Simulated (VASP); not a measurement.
Input:

```xyz
1
Lattice="-1.5706 1.5706 1.5706 1.5706 -1.5706 1.5706 1.5706 1.5706 -1.5706" Properties=species:S:1:pos:R:3 pbc="T T T"
Pt     0.0000     0.0000     0.0000
```

Method: r2SCAN meta-GGA, VASP's PBE PAW potentials (set 64) (plane waves; VASP). Numerical set-up: 400 eV cut-off, 18×18×18 Γ-centred mesh, tetrahedra with Blöchl corrections, potentials Pt.

Unless said otherwise, spin-orbit coupling is left out, though it shifts the bands of the heavy elements here.

**Question.** Tabulate the total density of states (states/eV per cell) against energy (eV; zero at the valence-band maximum or, without a gap, the Fermi level).

**Answer.** 
| E (eV) | DOS (states/eV) |
|---|---|
| -9.93 | 0.00 |
| -9.71 | 0.03 |
| -9.49 | 0.04 |
| -9.27 | 0.05 |
| -9.05 | 0.06 |
| -8.83 | 0.08 |
| -8.61 | 0.09 |
| -8.39 | 0.10 |
| -8.06 | 0.12 |
| -7.84 | 0.14 |
| -7.62 | 0.16 |
| -7.40 | 0.19 |
| -7.18 | 0.24 |
| -6.96 | 0.44 |
| -6.74 | 0.76 |
| -6.52 | 0.79 |
| -6.30 | 0.97 |
| -6.08 | 1.12 |
| -5.86 | 1.37 |
| -5.64 | 1.51 |
| -5.42 | 1.02 |
| -5.20 | 1.02 |
| -4.99 | 1.74 |
| -4.66 | 2.36 |
| -4.44 | 1.48 |
| -4.22 | 1.21 |
| -4.00 | 1.35 |
| -3.78 | 2.68 |
| -3.56 | 1.43 |
| -3.34 | 0.91 |
| -3.12 | 0.70 |
| -2.90 | 0.66 |
| -2.68 | 0.65 |
| -2.46 | 0.72 |
| -2.24 | 0.98 |
| -2.02 | 1.35 |
| -1.80 | 1.56 |
| -1.47 | 2.14 |
| -1.25 | 1.95 |
| -1.03 | 2.13 |
| -0.81 | 3.54 |
| -0.59 | 1.62 |
| -0.37 | 1.16 |
| -0.15 | 0.95 |
| 0.07 | 0.89 |
| 0.28 | 0.89 |
| 0.50 | 0.85 |
| 0.72 | 0.51 |
| 0.94 | 0.29 |
| 1.16 | 0.26 |
| 1.38 | 0.26 |
| 1.60 | 0.27 |
| 1.93 | 0.26 |
| 2.15 | 0.26 |
| 2.37 | 0.25 |
| 2.59 | 0.25 |
| 2.81 | 0.25 |
| 3.03 | 0.25 |
| 3.25 | 0.24 |
| 3.47 | 0.24 |
Within 2 eV below the Fermi level the largest weight inside VASP's projection spheres is Pt d.

The structure was generated: Pt was put into the bcc type (Im-3m), which need not be its known phase. It was relaxed first.
